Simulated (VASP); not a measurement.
These are RPBE GGA, VASP's PBE PAW potentials (set 64) (plane waves; VASP) values and carry that method's errors.

VASP input:

**KPOINTS**
```
Automatic mesh
0
Gamma
7 7 7
0 0 0
```

File POSCAR:
```
CuI
1
   -0.0000000000     3.0976217014     3.0976217014
    3.0976217014     0.0000000000     3.0976217014
    3.0976217014     3.0976217014     0.0000000000
Cu I
1 1
Direct
  0.0000000000   0.0000000000   0.0000000000
  0.2500000000   0.2500000000   0.2500000000
```

**INCAR**
```
ALGO  =  Normal
EDIFF  =  1E-6
EDIFFG  =  -0.01
ENCUT  =  520
GGA  =  RP
IBRION  =  2
ISIF  =  3
ISMEAR  =  0
LASPH  =  .TRUE.
LCHARG  =  .FALSE.
LMAXMIX  =  4
LREAL  =  .FALSE.
LWAVE  =  .FALSE.
NELM  =  100
NSW  =  60
PREC  =  Accurate
SIGMA  =  0.05
SYSTEM  =  CuI
```

POTCAR, in this order: Cu I (PBE.64 set). Program: vasp_std.

The run wrote:

File OSZICAR:
```
       N       E                     dE             d eps       ncg     rms          rms(c)
DAV:   1     0.106248705000E+03    0.10625E+03   -0.78544E+03   520   0.140E+03
DAV:   2     0.361582301735E+01   -0.10263E+03   -0.95770E+02   520   0.263E+02
DAV:   3    -0.472366115250E+01   -0.83395E+01   -0.82269E+01   731   0.871E+01
DAV:   4    -0.499519206106E+01   -0.27153E+00   -0.27136E+00   630   0.139E+01
DAV:   5    -0.500179996838E+01   -0.66079E-02   -0.66078E-02   765   0.216E+00    0.450E+00
DAV:   6    -0.494281181866E+01    0.58988E-01   -0.22818E+00   575   0.421E+01    0.291E+00
DAV:   7    -0.485890939256E+01    0.83902E-01   -0.53036E-01   550   0.245E+01    0.162E+00
DAV:   8    -0.486357388466E+01   -0.46645E-02   -0.31473E-02   783   0.224E+00    0.376E-01
DAV:   9    -0.486239319423E+01    0.11807E-02   -0.97795E-03   666   0.305E+00    0.907E-02
DAV:  10    -0.486285687133E+01   -0.46368E-03   -0.10138E-03   558   0.302E-01    0.273E-02
DAV:  11    -0.486289434297E+01   -0.37472E-04   -0.79663E-05   771   0.190E-01    0.206E-02
DAV:  12    -0.486290678072E+01   -0.12438E-04   -0.50734E-05   556   0.120E-01    0.145E-02
DAV:  13    -0.486290827087E+01   -0.14902E-05   -0.10627E-06   521   0.113E-02    0.206E-03
DAV:  14    -0.486290848253E+01   -0.21166E-06   -0.26422E-07   345   0.918E-03
   1 F= -.48629085E+01 E0= -.48629085E+01  d E =-.486291E+01
```

### OUTCAR
```
------------------------ aborting loop because EDIFF is reached ----------------------------------------
  FORCE on cell =-STRESS in cart. coord.  units (eV):
  Direction    XX          YY          ZZ          XY          YZ          ZX
  --------------------------------------------------------------------------------------
  Total        0.0010483      0.0010483      0.0010483     -0.0000000      0.0000000     -0.0000000
  in kB        0.0282544      0.0282544      0.0282544     -0.0000000      0.0000000     -0.0000000
  external PRESSURE =       0.0282544 kB  Pullay stress =       0.0000000 kB
  volume of cell :       59.44
      direct lattice vectors                 reciprocal lattice vectors
     0.000000000  3.097621701  3.097621701    -0.161414158  0.161414158  0.161414158
     3.097621701  0.000000000  3.097621701     0.161414158 -0.161414158  0.161414158
     3.097621701  3.097621701  0.000000000     0.161414158  0.161414158 -0.161414158
  FREE ENERGIE OF THE ION-ELECTRON SYSTEM (eV)
  ---------------------------------------------------
  free  energy   TOTEN  =        -4.8629084825 eV

  energy  without entropy=       -4.8629084825  energy(sigma->0) =       -4.86290848

 reached required accuracy - stopping structural energy minimisation
```
(Selected blocks of OUTCAR.)

The compound is CuI in the zinc blende structure. It was relaxed first, which changed the volume by +7 %. The start is the result of an earlier pass.
